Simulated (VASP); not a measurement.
OSZICAR of a VASP run on Ga2O3 (space group C2/m):

### OSZICAR
```
       N       E                     dE             d eps       ncg     rms          rms(c)
DAV:   1     0.144511592609E+04    0.14451E+04   -0.52560E+04  7240   0.402E+03
DAV:   2     0.278634647094E+03   -0.11665E+04   -0.11174E+04  6288   0.102E+03
DAV:   3    -0.390790052784E+02   -0.31771E+03   -0.30844E+03  7340   0.324E+02
DAV:   4    -0.675904564525E+02   -0.28511E+02   -0.28209E+02  7408   0.101E+02
DAV:   5    -0.688328045591E+02   -0.12423E+01   -0.12380E+01  8524   0.213E+01    0.176E+01
DAV:   6    -0.594635117312E+02    0.93693E+01   -0.36096E+01 11484   0.658E+01    0.494E+00
DAV:   7    -0.596553199227E+02   -0.19181E+00   -0.35496E+00  6960   0.106E+01    0.347E+00
DAV:   8    -0.596300864464E+02    0.25233E-01   -0.57371E-01  9396   0.740E+00    0.122E+00
DAV:   9    -0.595976760247E+02    0.32410E-01   -0.15120E-01  9564   0.507E+00    0.282E-01
DAV:  10    -0.595986885146E+02   -0.10125E-02   -0.24171E-02  9472   0.142E+00    0.155E-01
DAV:  11    -0.595990892057E+02   -0.40069E-03   -0.32995E-03  7516   0.766E-01    0.101E-01
DAV:  12    -0.595991452839E+02   -0.56078E-04   -0.13301E-03  9324   0.519E-01    0.247E-02
DAV:  13    -0.595991567331E+02   -0.11449E-04   -0.19337E-04  9480   0.127E-01    0.117E-02
DAV:  14    -0.595991593876E+02   -0.26546E-05   -0.66042E-05  8816   0.739E-02    0.101E-02
DAV:  15    -0.595991582753E+02    0.11123E-05   -0.76343E-06  7948   0.326E-02    0.397E-03
DAV:  16    -0.595991582566E+02    0.18697E-07   -0.30802E-06  5160   0.115E-02
   1 F= -.59599158E+02 E0= -.59599158E+02  d E =-.710999E-78
```

### Question
Which electronic solver shows in the log?

### Answer
It is blocked Davidson (ALGO = Normal, or the opening steps of other solvers). The INCAR had ALGO = Normal.

### Question
Can the final energy be trusted as converged?

### Answer
Self-consistency was reached. It stopped with EDIFF = 1E-6, NELM = 100 (PBE GGA, plane waves, VASP's PBE PAW potentials (set 64)).

The structure comes from a computed database's Ga2O3 entry; how it stands against other phases isn't given here. The cell was not relaxed at this level. The run is one of a series of settings (ENCUT = 800 against the base run), some of them coarse on purpose.
